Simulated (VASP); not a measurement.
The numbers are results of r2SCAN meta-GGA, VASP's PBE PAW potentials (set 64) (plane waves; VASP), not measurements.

Input for VASP

### POSCAR
```
Ru
1
    1.3408108210    -2.3223526193     0.0000000000
    1.3408108210     2.3223526193     0.0000000000
    0.0000000000     0.0000000000     4.2224519460
Ru
2
Direct
  0.3333330000   0.6666670000   0.2500000000
  0.6666670000   0.3333330000   0.7500000000
```

### KPOINTS
```
Regular mesh
0
G
15 15 9
```

INCAR:
```
SYSTEM = Ru
PREC = Accurate
ENCUT = 520
EDIFF = 1E-7
NELM = 100
ALGO = Normal
LREAL = .FALSE.
LASPH = .TRUE.
ISMEAR = 1
SIGMA = 0.1
METAGGA = R2SCAN
LMIXTAU = .TRUE.
LMAXMIX = 4
LWAVE = .FALSE.
LCHARG = .FALSE.
ISIF = 4
IBRION = 2
NSW = 30
EDIFFG = -0.01
```

POTCAR, in this order: Ru_pv (PBE.64 set). Program: vasp_std.

What VASP printed:

### OSZICAR
```
       N       E                     dE             d eps       ncg     rms          rms(c)
DAV:   1     0.258760336170E+03    0.25876E+03   -0.18523E+04  4868   0.178E+03
DAV:   2    -0.539192856315E+02   -0.31268E+03   -0.30683E+03  5158   0.515E+02
DAV:   3    -0.612856847746E+02   -0.73664E+01   -0.71192E+01  5148   0.845E+01
DAV:   4    -0.613907492179E+02   -0.10506E+00   -0.10451E+00  6306   0.798E+00
DAV:   5    -0.613921833269E+02   -0.14341E-02   -0.14339E-02  5484   0.866E-01    0.243E+01
DAV:   6    -0.513995112699E+02    0.99927E+01   -0.11817E+01  4872   0.401E+01    0.233E+00
DAV:   7    -0.501997386921E+02    0.11998E+01   -0.57228E-01  4946   0.764E+00    0.838E-01
DAV:   8    -0.507570906416E+02   -0.55735E+00   -0.63060E-01  4898   0.670E+00    0.171E+00
DAV:   9    -0.507617569181E+02   -0.46663E-02   -0.12423E-02  4982   0.122E+00    0.755E-01
DAV:  10    -0.508275876096E+02   -0.65831E-01   -0.10705E-02  4918   0.120E+00    0.422E-01
DAV:  11    -0.508277652905E+02   -0.17768E-03   -0.31874E-03  5126   0.588E-01    0.195E-01
DAV:  12    -0.508312747281E+02   -0.35094E-02   -0.55584E-03  4954   0.762E-01    0.135E-01
DAV:  13    -0.508328581394E+02   -0.15834E-02   -0.11329E-03  4968   0.360E-01    0.350E-02
DAV:  14    -0.508329865044E+02   -0.12836E-03   -0.32814E-04  4992   0.199E-01    0.221E-02
DAV:  15    -0.508330439438E+02   -0.57439E-04   -0.40776E-05  5274   0.662E-02    0.369E-02
DAV:  16    -0.508329784696E+02    0.65474E-04   -0.15937E-04  4978   0.129E-01    0.795E-03
DAV:  17    -0.508330295457E+02   -0.51076E-04   -0.49647E-06  5256   0.175E-02    0.379E-03
DAV:  18    -0.508330209487E+02    0.85970E-05   -0.19298E-07  4540   0.336E-03    0.344E-03
DAV:  19    -0.508330222644E+02   -0.13156E-05   -0.13156E-07  2780   0.405E-03    0.244E-03
DAV:  20    -0.508330215282E+02    0.73614E-06   -0.18710E-07  4386   0.389E-03    0.114E-03
DAV:  21    -0.508330250055E+02   -0.34773E-05   -0.18917E-08  2610   0.123E-03    0.648E-04
DAV:  22    -0.508330220840E+02    0.29216E-05   -0.11846E-08  2602   0.125E-03    0.668E-04
DAV:  23    -0.508330239145E+02   -0.18305E-05   -0.26256E-08  2588   0.177E-03    0.208E-04
DAV:  24    -0.508330234968E+02    0.41767E-06   -0.23767E-09  2578   0.445E-04    0.235E-05
DAV:  25    -0.508330234851E+02    0.11743E-07   -0.83481E-10  2578   0.203E-04
   1 F= -.50833023E+02 E0= -.50832428E+02  d E =-.508330E+02
       N       E                     dE             d eps       ncg     rms          rms(c)
DAV:   1    -0.508535531981E+02   -0.20530E-01   -0.91072E-01  4880   0.853E+00    0.888E-01
DAV:   2    -0.508341593679E+02    0.19394E-01   -0.25248E-02  4902   0.150E+00    0.404E-01
DAV:   3    -0.508325194326E+02    0.16399E-02   -0.12771E-02  6020   0.960E-01    0.109E-01
DAV:   4    -0.508332158881E+02   -0.69646E-03   -0.64755E-04  4988   0.285E-01    0.760E-02
DAV:   5    -0.508332615603E+02   -0.45672E-04   -0.82648E-05  6334   0.954E-02    0.406E-02
DAV:   6    -0.508331021281E+02    0.15943E-03   -0.16951E-04  4922   0.149E-01    0.657E-03
DAV:   7    -0.508332747428E+02   -0.17261E-03   -0.37832E-05  4952   0.634E-02    0.363E-03
DAV:   8    -0.508332215588E+02    0.53184E-04   -0.41821E-06  5016   0.234E-02    0.105E-03
DAV:   9    -0.508332289947E+02   -0.74359E-05   -0.61263E-08  3038   0.265E-03    0.429E-04
DAV:  10    -0.508332186914E+02    0.10303E-04   -0.31812E-08  2684   0.203E-03    0.133E-04
DAV:  11    -0.508332233209E+02   -0.46295E-05   -0.76758E-09  2618   0.854E-04    0.124E-04
DAV:  12    -0.508332219427E+02    0.13782E-05   -0.23903E-09  2598   0.339E-04    0.733E-05
DAV:  13    -0.508332222152E+02   -0.27257E-06   -0.10968E-09  2584   0.223E-04    0.287E-05
DAV:  14    -0.508332222879E+02   -0.72699E-07   -0.57095E-10  2596   0.114E-04
   2 F= -.50833222E+02 E0= -.50832862E+02  d E =-.198803E-03
       N       E                     dE             d eps       ncg     rms          rms(c)
DAV:   1    -0.508381419261E+02   -0.49197E-02   -0.19308E-01  4876   0.393E+00    0.410E-01
DAV:   2    -0.508341519797E+02    0.39899E-02   -0.53397E-03  4904   0.704E-01    0.187E-01
DAV:   3    -0.508334857267E+02    0.66625E-03   -0.27432E-03  6002   0.449E-01    0.503E-02
DAV:   4    -0.508338046296E+02   -0.31890E-03   -0.13536E-04  5004   0.132E-01    0.352E-02
DAV:   5    -0.508337073798E+02    0.97250E-04   -0.16838E-05  6416   0.431E-02    0.190E-02
DAV:   6    -0.508338784325E+02   -0.17105E-03   -0.36341E-05  4928   0.697E-02    0.321E-03
DAV:   7    -0.508338150874E+02    0.63345E-04   -0.77143E-06  4956   0.287E-02    0.155E-03
DAV:   8    -0.508338422012E+02   -0.27114E-04   -0.77836E-07  5034   0.102E-02    0.343E-04
DAV:   9    -0.508338376807E+02    0.45206E-05   -0.12145E-08  2716   0.124E-03    0.131E-04
DAV:  10    -0.508338419764E+02   -0.42957E-05   -0.59807E-09  2620   0.805E-04    0.588E-05
DAV:  11    -0.508338402065E+02    0.17699E-05   -0.12332E-09  2578   0.305E-04    0.450E-05
DAV:  12    -0.508338407305E+02   -0.52405E-06   -0.50335E-10  2576   0.140E-04    0.199E-05
DAV:  13    -0.508338406329E+02    0.97651E-07   -0.24772E-10  2574   0.960E-05
   3 F= -.50833841E+02 E0= -.50833343E+02  d E =-.817148E-03
```

**OUTCAR**
```
------------------------ aborting loop because EDIFF is reached ----------------------------------------
  FORCE on cell =-STRESS in cart. coord.  units (eV):
  Direction    XX          YY          ZZ          XY          YZ          ZX
  --------------------------------------------------------------------------------------
  Total        1.7917263      1.7917266      1.7918297      0.0000000      0.0000000      0.0000000
  in kB      109.1671264    109.1671415    109.1734233      0.0000000      0.0000000      0.0000000
  external PRESSURE =     109.1692304 kB  Pullay stress =       0.0000000 kB
  volume of cell :       26.30
      direct lattice vectors                 reciprocal lattice vectors
     1.338299497 -2.318002884 -0.000000000     0.373608450 -0.215702924  0.000000000
     1.338299497  2.318002884  0.000000000     0.373608450  0.215702924  0.000000000
    -0.000000000 -0.000000000  4.238313699     0.000000000 -0.000000000  0.235942894
 POSITION                                       TOTAL-FORCE (eV/Angst)
 -----------------------------------------------------------------------------------
      1.33830      0.77267      1.05958        -0.000000      0.000000      0.000000
      1.33830     -0.77267      3.17874         0.000000     -0.000000      0.000000
 -----------------------------------------------------------------------------------
    total drift:                               -0.000011      0.000494     -0.000045
  FREE ENERGIE OF THE ION-ELECTRON SYSTEM (eV)
  ---------------------------------------------------
  free  energy   TOTEN  =       -50.8338406329 eV

  energy  without entropy=      -50.8323472623  energy(sigma->0) =      -50.83334284

 reached required accuracy - stopping structural energy minimisation
```
(Selected blocks of OUTCAR.)

CONTCAR:
```
Ru
   1.00000000000000
     1.3382994965524941   -2.3180028841357374   -0.0000000000000000
     1.3382994965524941    2.3180028841357374    0.0000000000000000
    -0.0000000000000000   -0.0000000000000000    4.2383136986974250
  Ru
     2
Direct
     0.3333330000000032    0.6666669999999968    0.2500000000000000
     0.6666669999999968    0.3333330000000032    0.7500000000000000
```

The compound is Ru in the hcp structure. This cell is one point of a volume scan, at 0.97 of the reference volume. Symmetry was kept, so distortions that lower it aren't found.
